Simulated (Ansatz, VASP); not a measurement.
**One calculation of TaO5, two programs**

```
Ta O
1.0
     0.00000    3.17035    3.17035
     3.17035    0.00000    3.17035
     3.17035    3.17035    0.00000
Ta O
1 5
Direct
  0.50000 0.50000 0.50000
  0.37197 0.87601 0.87601
  0.87601 0.87601 0.87601
  0.25000 0.25000 0.25000
  0.87601 0.87601 0.37197
  0.87601 0.37197 0.87601
```

Change from the starting cell: species swapped into the HfNi5 type (F-43m, No. 216).

Alike in both runs: task single point; functional PBE; k mesh 6 × 6 × 6; occupations gaussian, width 0.1 eV; no spin polarisation.

```csv
,VASP,Ansatz
version,VASP 6.6.1,Ansatz 0.2.0
potentials or method,"VASP PAW PBE potentials, release 64 (Ta_pv, O)","scalar-relativistic, plane waves, PAW"
plane-wave cutoff (eV),520,420
valence electrons in the cell,41,43
```

```tsv
	VASP	Ansatz	Ansatz less VASP
gap on the k mesh at the Fermi level (eV)	none	none	-
rms of the force components (eV/Å)	0.330	0.334	+0.0036
```

Atom by atom the forces differ by 0.004 eV/Å (rms over components). A gap of «none» marks a metal or a gap that the smearing closes. With one functional, cell and mesh, what is left measures potentials, basis and numerics. The two sets of potentials don't hold the same shells in valence.

Caveats: an odd number of electrons without spin polarisation forces a metal; a magnetic or distorted state may lie lower. The runs have no spin-orbit coupling, so splittings on Ta are missing.
